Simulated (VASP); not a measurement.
Here is the system:

```
TlBr
1.0
    5.30187     0.00000     0.00000
   -2.65093     4.59155     0.00000
    0.00000     0.00000     8.59514
Tl Br
2 2
Direct
  0.33333   0.66667   0.99986
  0.66667   0.33333   0.49986
  0.33333   0.66667   0.37514
  0.66667   0.33333   0.87514
```

Calculation: PBE GGA, VASP's PBE PAW potentials (set 64) (plane waves; VASP). Numerical set-up: 400 eV cut-off, Gaussian smearing of 0.050 eV, potentials Tl_d Br.

Unless said otherwise, spin-orbit coupling is left out, though it shifts the bands of the heavy elements here.

### Question
Give the energies of bands 13 to 23 at the high-symmetry points, in eV from the valence-band maximum.

### Answer

```csv
band,Γ,M,K,A,L,H
13,-4.31,-4.42,-4.37,-4.03,-4.37,-4.39
14,-3.67,-4.27,-4.37,-4.03,-4.37,-4.39
15,-1.34,-1.84,-1.89,-1.25,-1.50,-1.72
16,-1.34,-1.60,-1.60,-1.25,-1.50,-1.72
17,-1.17,-1.45,-1.60,-1.25,-1.47,-1.43
18,-1.15,-1.33,-1.54,-1.25,-1.47,-1.43
19,-1.15,-0.46,-0.06,-0.87,-0.38,-0.20
20,-0.80,-0.10,-0.06,-0.87,-0.38,-0.20
21,4.11,3.55,4.05,3.87,3.40,3.77
22,4.45,3.69,4.27,3.87,3.40,3.77
23,4.45,4.82,4.27,4.65,5.02,4.41
```

The gap is indirect, 3.40 eV, from the valence maximum at K-Γ at 0.22 to the conduction minimum at L-M at 0.11.

The structure was generated: TlBr was put into the wurtzite type (P6_3mc), which need not be its known phase. It was relaxed first, which changed the volume by +83 %.
